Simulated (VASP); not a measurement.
OSZICAR of a VASP run on SrCl$_{2}$ (fluorite):

**OSZICAR**
```
       N       E                     dE             d eps       ncg     rms          rms(c)
DAV:   1     0.144713162059E+03    0.14471E+03   -0.11472E+04   512   0.131E+03
DAV:   2    -0.400690193440E+01   -0.14872E+03   -0.14449E+03   688   0.244E+02
DAV:   3    -0.127688194647E+02   -0.87619E+01   -0.87553E+01   688   0.637E+01
DAV:   4    -0.130765075295E+02   -0.30769E+00   -0.30761E+00   920   0.954E+00
DAV:   5    -0.130780344663E+02   -0.15269E-02   -0.15269E-02   736   0.651E-01    0.123E+01
DAV:   6    -0.127723287058E+02    0.30571E+00   -0.82147E-01   704   0.518E+00    0.806E+00
DAV:   7    -0.127820888502E+02   -0.97601E-02   -0.45209E-01   800   0.421E+00    0.211E+00
DAV:   8    -0.127881030230E+02   -0.60142E-02   -0.61795E-02   656   0.150E+00    0.319E-01
DAV:   9    -0.127895764760E+02   -0.14735E-02   -0.25684E-03   720   0.308E-01    0.119E-01
DAV:  10    -0.127909436807E+02   -0.13672E-02   -0.11611E-03   616   0.228E-01    0.304E-02
DAV:  11    -0.127910203419E+02   -0.76661E-04   -0.98640E-05   808   0.573E-02    0.364E-02
DAV:  12    -0.127910307942E+02   -0.10452E-04   -0.13640E-05   624   0.215E-02    0.123E-02
DAV:  13    -0.127910340303E+02   -0.32361E-05   -0.81865E-06   672   0.158E-02    0.358E-03
DAV:  14    -0.127910339556E+02    0.74682E-07   -0.25752E-07   560   0.373E-03
   1 F= -.10069833E+02 E0= -.10069833E+02  d E =-.100698E+02
       N       E                     dE             d eps       ncg     rms          rms(c)
DAV:   1    -0.151198533130E+02   -0.23288E+01   -0.59768E+01   616   0.569E+01    0.155E+01
DAV:   2    -0.130028026592E+02    0.21171E+01   -0.44870E+00   528   0.141E+01    0.393E+00
DAV:   3    -0.125833650729E+02    0.41944E+00   -0.14207E+00   888   0.722E+00    0.257E+00
DAV:   4    -0.125891101902E+02   -0.57451E-02   -0.92152E-02   944   0.190E+00    0.131E+00
DAV:   5    -0.126002700668E+02   -0.11160E-01   -0.28619E-02   904   0.913E-01    0.593E-01
DAV:   6    -0.126025973643E+02   -0.23273E-02   -0.24545E-03   848   0.356E-01    0.908E-02
DAV:   7    -0.126026597567E+02   -0.62392E-04   -0.16877E-04   848   0.979E-02    0.395E-02
DAV:   8    -0.126026638030E+02   -0.40463E-05   -0.17457E-05   592   0.422E-02    0.144E-02
DAV:   9    -0.126026637795E+02    0.23443E-07   -0.10381E-06   600   0.810E-03
   2 F= -.10217857E+02 E0= -.10217857E+02  d E =-.148024E+00
       N       E                     dE             d eps       ncg     rms          rms(c)
DAV:   1    -0.127165927309E+02   -0.11393E+00   -0.13819E+00   632   0.857E+00    0.180E+00
DAV:   2    -0.126689542468E+02    0.47638E-01   -0.11402E-01   608   0.227E+00    0.685E-01
DAV:   3    -0.126581869601E+02    0.10767E-01   -0.31391E-02   872   0.112E+00    0.510E-01
DAV:   4    -0.126582701931E+02   -0.83233E-04   -0.27521E-03   896   0.310E-01    0.311E-01
DAV:   5    -0.126585141558E+02   -0.24396E-03   -0.10126E-03   904   0.167E-01    0.481E-02
DAV:   6    -0.126585016504E+02    0.12505E-04   -0.49215E-05   696   0.588E-02    0.186E-02
DAV:   7    -0.126585001087E+02    0.15417E-05   -0.87177E-06   776   0.234E-02    0.664E-03
DAV:   8    -0.126585001815E+02   -0.72734E-07   -0.69193E-07   440   0.684E-03
   3 F= -.10223809E+02 E0= -.10223809E+02  d E =-.153976E+00
```

### Question
Which electronic solver shows in the log?

### Answer
It is blocked Davidson (ALGO = Normal, or the opening steps of other solvers). The INCAR had ALGO = Normal.

### Question
Can the final energy be trusted as converged?

### Answer
Self-consistency was reached. It stopped with EDIFF = 1E-6, NELM = 100, NSW = 40 and EDIFFG = -0.02 after 3 ionic steps (PBE GGA, plane waves, VASP's PBE PAW potentials (set 64)). Energy and stress use the plane-wave basis of the starting cell.

The compound is SrCl2 in the fluorite structure. This run relaxes it under an external pressure of 5 GPa. Symmetry was kept, so distortions that lower it aren't found.
